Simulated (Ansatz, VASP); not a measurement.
One calculation of Mg3SiSe, two programs

INCAR

```
PREC = Accurate
ENCUT = 520
EDIFF = 1E-6
ISMEAR = 0
SIGMA = 0.05
LREAL = F
LASPH = T
NELM = 60
ALGO = Normal
ISIF = 2
LWAVE = F
LCHARG = F
NBANDS = 16
```

KPOINTS

```
Automatic mesh
0
Gamma
  4 4 4
```

The input POSCAR:

```
Mg3SiSe
1.0
    4.8279431632      0.0000000000      0.0000000000
    0.0000000000      4.8279431632      0.0000000000
    0.0000000000      0.0000000000      4.8279431632
Si Se Mg
1 1 3
Direct
    0.0000000000      0.0000000000      0.0000000000
    0.5000000000      0.5000000000      0.5000000000
    0.5000000000      0.5000000000      0.0000000000
    0.5000000000      0.0000000000      0.5000000000
    0.0000000000      0.5000000000      0.5000000000
```

Input for Ansatz:

```yaml
crystal:
  lattice:
    - [4.8279431632, 0.0, 0.0]
    - [0.0, 4.8279431632, 0.0]
    - [0.0, 0.0, 4.8279431632]
  atoms:
    - { symbol: Si, position: [0.0, 0.0, 0.0] }
    - { symbol: Se, position: [0.5, 0.5, 0.5] }
    - { symbol: Mg, position: [0.5, 0.5, 0.0] }
    - { symbol: Mg, position: [0.5, 0.0, 0.5] }
    - { symbol: Mg, position: [0.0, 0.5, 0.5] }
basis:
  ecutwfc: 420
kpoints:
  mp_grid: { grid: [4, 4, 4] }
hamiltonian:
  xc: lda
scf:
  occupations: { method: gaussian, width: 0.05 }
output:
  forces: true
  stress: true
  eigenvalues: true
```

The cell comes from a database or a generator and needn't be the stable form of this composition.

Alike in both runs: task single point; functional LDA; k mesh 4 × 4 × 4; occupations gaussian, width 0.05 eV; no spin polarisation.

```csv
,VASP,Ansatz
version,VASP 6.6.1,Ansatz 0.2.0
potentials or method,"VASP PAW LDA potentials, release 64 (Si, Se, Mg)","scalar-relativistic, plane waves, PAW"
plane-wave cutoff (eV),520,420
valence electrons in the cell,16,50
```

Ansatz gave:

- gap on the k mesh at the Fermi level (eV): none
- pressure (GPa): 0.0

Task: Which values does VASP return?

Result: gap on the k mesh at the Fermi level (eV): none; pressure (GPa): -0.2.

A gap of «none» marks a metal or a gap that the smearing closes. The two sets of potentials don't hold the same shells in valence.
